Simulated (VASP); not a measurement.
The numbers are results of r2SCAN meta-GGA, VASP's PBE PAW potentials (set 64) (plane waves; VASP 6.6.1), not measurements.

Input for VASP

**INCAR**
```
# general
SYSTEM   =  LaP
PREC     =  Accurate
ENCUT    =  400   # plane-wave cut-off (eV)
LREAL    =  .FALSE.   # projection in real space or not
LASPH    =  .TRUE.

# electronic loop
EDIFF    =  1E-6   # SCF stop (eV)
NELM     =  100
ALGO     =  Normal   # blocked Davidson
LMAXMIX  =  6
LMIXTAU  =  .TRUE.

# smearing
ISMEAR   =  0   # Gaussian
SIGMA    =  0.05

# functional
METAGGA  =  R2SCAN

# ions
IBRION   =  2   # conjugate gradients
NSW      =  60   # most ionic steps
ISIF     =  3   # ions, shape and volume
EDIFFG   =  -0.01

# output
LWAVE    =  .FALSE.
LCHARG   =  .FALSE.
```

POSCAR:
```
LaP
1
    3.5453760000     0.0000000000     0.0000000000
    0.0000000000     3.5453760000     0.0000000000
    0.0000000000     0.0000000000     3.5453760000
La P
1 1
Direct
  0.0000000000   0.0000000000   0.0000000000
  0.5000000000   0.5000000000   0.5000000000
```

**KPOINTS**
```
K-points
0
gamma
7 7 7
```

POTCAR, in this order: La P (PBE.64 set). Program: vasp_std.

The run wrote:

OUTCAR:
```
 ion  position               nearest neighbor table
   1  0.000  0.000  0.000-   2 3.07   2 3.07   2 3.07   2 3.07   2 3.07   2 3.07   2 3.07   2 3.07
  LATTYP: Found a simple cubic cell.
 ALAT       =     3.5453760000
 Subroutine PRICEL returns:
 Original cell was already a primitive cell.
 Subroutine GETGRP returns: Found 48 space group operations
The static configuration has the point symmetry O_h .
The dynamic configuration has the point symmetry O_h .
 Subroutine INISYM returns: Found 48 space group operations
 Subroutine IBZKPT returns following result:
 Found     20 irreducible k-points:

 Following reciprocal coordinates:
            Coordinates               Weight
  0.000000  0.000000  0.000000      1.000000
  0.142857  0.000000  0.000000      6.000000
  0.285714  0.000000  0.000000      6.000000
  0.428571  0.000000  0.000000      6.000000
  0.142857  0.142857  0.000000     12.000000
  0.285714  0.142857  0.000000     24.000000
  0.428571  0.142857  0.000000     24.000000
  0.285714  0.285714  0.000000     12.000000
  0.428571  0.285714  0.000000     24.000000
  0.428571  0.428571  0.000000     12.000000
  0.142857  0.142857  0.142857      8.000000
  0.285714  0.142857  0.142857     24.000000
  0.428571  0.142857  0.142857     24.000000
  0.285714  0.285714  0.142857     24.000000
  0.428571  0.285714  0.142857     48.000000
  0.428571  0.428571  0.142857     24.000000
  0.285714  0.285714  0.285714      8.000000
  0.428571  0.285714  0.285714     24.000000
  0.428571  0.428571  0.285714     24.000000
  0.428571  0.428571  0.428571      8.000000
   k-points           NKPTS =     20   k-points in BZ     NKDIM =     20   number of bands    NBANDS=     12
   number of dos      NEDOS =    301   number of ions     NIONS =      2
   total plane-waves  NPLWV =  13824
   dimension x,y,z NGX =    24 NGY =   24 NGZ =   24
   dimension x,y,z NGXF=    48 NGYF=   48 NGZF=   48
...
```

File OSZICAR:
```
       N       E                     dE             d eps       ncg     rms          rms(c)
DAV:   1     0.946444987122E+02    0.94644E+02   -0.52677E+03   480   0.154E+03
DAV:   2    -0.341262664914E+02   -0.12877E+03   -0.12572E+03   664   0.254E+02
DAV:   3    -0.449709546570E+02   -0.10845E+02   -0.10620E+02   728   0.105E+02
DAV:   4    -0.456261569552E+02   -0.65520E+00   -0.64292E+00   892   0.207E+01
DAV:   5    -0.456548847112E+02   -0.28728E-01   -0.28654E-01   748   0.431E+00    0.532E+00
DAV:   6    -0.409452128814E+02    0.47097E+01   -0.11124E+00   812   0.844E+00    0.368E+00
DAV:   7    -0.412570085423E+02   -0.31180E+00   -0.85579E-01   768   0.129E+01    0.123E+00
DAV:   8    -0.410456060658E+02    0.21140E+00   -0.73194E-01   800   0.113E+01    0.109E+00
DAV:   9    -0.411570578940E+02   -0.11145E+00   -0.73742E-02   864   0.339E+00    0.518E-01
DAV:  10    -0.414236652154E+02   -0.26661E+00   -0.97766E-02   780   0.348E+00    0.257E-01
DAV:  11    -0.414292678806E+02   -0.56027E-02   -0.20107E-02   792   0.146E+00    0.157E-01
DAV:  12    -0.414398457708E+02   -0.10578E-01   -0.17397E-02   772   0.173E+00    0.159E-01
DAV:  13    -0.414413301560E+02   -0.14844E-02   -0.42269E-03   808   0.732E-01    0.557E-02
DAV:  14    -0.414413413822E+02   -0.11226E-04   -0.11192E-04   716   0.881E-02    0.580E-02
DAV:  15    -0.414414541404E+02   -0.11276E-03   -0.37639E-04   796   0.237E-01    0.487E-02
DAV:  16    -0.414415428727E+02   -0.88732E-04   -0.74753E-05   808   0.788E-02    0.505E-02
DAV:  17    -0.414416150337E+02   -0.72161E-04   -0.65036E-05   888   0.663E-02    0.455E-02
DAV:  18    -0.414416139751E+02    0.10586E-05   -0.23234E-06   572   0.177E-02    0.420E-02
DAV:  19    -0.414416117526E+02    0.22225E-05   -0.86661E-07   492   0.844E-03    0.381E-02
DAV:  20    -0.414416100856E+02    0.16671E-05   -0.15969E-05   820   0.333E-02    0.132E-02
DAV:  21    -0.414416094937E+02    0.59187E-06   -0.68143E-06   788   0.285E-02
   1 F= -.41441609E+02 E0= -.41441200E+02  d E =-.414416E+02
       N       E                     dE             d eps       ncg     rms          rms(c)
DAV:   1    -0.428912743771E+02   -0.14497E+01   -0.51697E+01   664   0.734E+01    0.989E+00
DAV:   2    -0.417918541458E+02    0.10994E+01   -0.31744E+01   808   0.884E+01    0.309E+00
DAV:   3    -0.416042248646E+02    0.18763E+00   -0.22365E+00   788   0.166E+01    0.163E+00
DAV:   4    -0.414989029914E+02    0.10532E+00   -0.18207E+00   888   0.957E+00    0.144E+00
DAV:   5    -0.414796875928E+02    0.19215E-01   -0.30717E-01   860   0.474E+00    0.546E-01
DAV:   6    -0.414715770144E+02    0.81106E-02   -0.83753E-02   896   0.215E+00    0.328E-01
DAV:   7    -0.414774166934E+02   -0.58397E-02   -0.16985E-02   780   0.120E+00    0.174E-01
DAV:   8    -0.414760390691E+02    0.13776E-02   -0.26749E-03   892   0.402E-01    0.926E-02
DAV:   9    -0.414762601736E+02   -0.22110E-03   -0.14198E-03   868   0.331E-01    0.339E-02
DAV:  10    -0.414761967660E+02    0.63408E-04   -0.10971E-04   604   0.112E-01    0.200E-02
DAV:  11    -0.414762226191E+02   -0.25853E-04   -0.22955E-04   888   0.122E-01    0.747E-03
DAV:  12    -0.414762251739E+02   -0.25548E-05   -0.99530E-06   792   0.297E-02    0.279E-03
DAV:  13    -0.414762264033E+02   -0.12293E-05   -0.81030E-06   868   0.226E-02    0.208E-03
DAV:  14    -0.414762262498E+02    0.15345E-06   -0.56686E-07   412   0.827E-03
   2 F= -.41476226E+02 E0= -.41475518E+02  d E =-.346168E-01
       N       E                     dE             d eps       ncg     rms          rms(c)
DAV:   1    -0.417540564602E+02   -0.27783E+00   -0.10364E+01   604   0.374E+01    0.267E+00
DAV:   2    -0.415817469109E+02    0.17231E+00   -0.71976E-01   748   0.124E+01    0.153E+00
DAV:   3    -0.415294192438E+02    0.52328E-01   -0.38391E-01   792   0.756E+00    0.533E-01
DAV:   4    -0.415318269476E+02   -0.24077E-02   -0.21805E-02   808   0.183E+00    0.382E-01
DAV:   5    -0.415305580863E+02    0.12689E-02   -0.12507E-02   872   0.916E-01    0.295E-01
DAV:   6    -0.415316413270E+02   -0.10832E-02   -0.25976E-03   756   0.371E-01    0.237E-01
DAV:   7    -0.415314558389E+02    0.18549E-03   -0.13581E-03   800   0.439E-01    0.692E-02
DAV:   8    -0.415316879945E+02   -0.23216E-03   -0.68616E-04   892   0.299E-01    0.128E-02
DAV:   9    -0.415317080683E+02   -0.20074E-04   -0.36246E-05   800   0.525E-02    0.128E-02
DAV:  10    -0.415317056421E+02    0.24262E-05   -0.30315E-06   624   0.215E-02    0.616E-03
DAV:  11    -0.415317089003E+02   -0.32582E-05   -0.50490E-06   616   0.195E-02    0.100E-03
DAV:  12    -0.415317089663E+02   -0.65977E-07   -0.20466E-07   384   0.677E-03
   3 F= -.41531709E+02 E0= -.41531478E+02  d E =-.900995E-01
```

OUTCAR:
```
------------------------ aborting loop because EDIFF is reached ----------------------------------------
  FORCE on cell =-STRESS in cart. coord.  units (eV):
  Direction    XX          YY          ZZ          XY          YZ          ZX
  --------------------------------------------------------------------------------------
  Total       -0.0165231     -0.0165231     -0.0165231      0.0000000      0.0000000      0.0000000
  in kB       -0.5455765     -0.5455765     -0.5455765      0.0000000      0.0000000      0.0000000
  external PRESSURE =      -0.5455765 kB  Pullay stress =       0.0000000 kB
  volume of cell :       48.52
      direct lattice vectors                 reciprocal lattice vectors
     3.647387213 -0.000000000 -0.000000000     0.274168862  0.000000000 -0.000000000
    -0.000000000  3.647387213 -0.000000000     0.000000000  0.274168862  0.000000000
     0.000000000 -0.000000000  3.647387213     0.000000000  0.000000000  0.274168862
 POSITION                                       TOTAL-FORCE (eV/Angst)
 -----------------------------------------------------------------------------------
      0.00000      0.00000      0.00000        -0.000000      0.000000      0.000000
      1.82369      1.82369      1.82369         0.000000     -0.000000      0.000000
 -----------------------------------------------------------------------------------
    total drift:                               -0.000000      0.000000      0.000000
  FREE ENERGIE OF THE ION-ELECTRON SYSTEM (eV)
  ---------------------------------------------------
  free  energy   TOTEN  =       -41.5317089663 eV

  energy  without entropy=      -41.5312475455  energy(sigma->0) =      -41.53147826

 reached required accuracy - stopping structural energy minimisation
```
(Selected blocks of OUTCAR.)

### CONTCAR
```
LaP
   1.00000000000000
     3.6473872126934079   -0.0000000000000000   -0.0000000000000000
    -0.0000000000000000    3.6473872126934079   -0.0000000000000000
     0.0000000000000000   -0.0000000000000000    3.6473872126934079
  La              P
     1     1
Direct
     0.0000000000000000    0.0000000000000000    0.0000000000000000
     0.5000000000000000    0.5000000000000000    0.5000000000000000
```

Energy and stress use the plane-wave basis of the starting cell.

The structure was generated: LaP was put into the CsCl type (Pm-3m), which need not be its known phase. This run relaxes it. Symmetry was kept, so distortions that lower it aren't found.
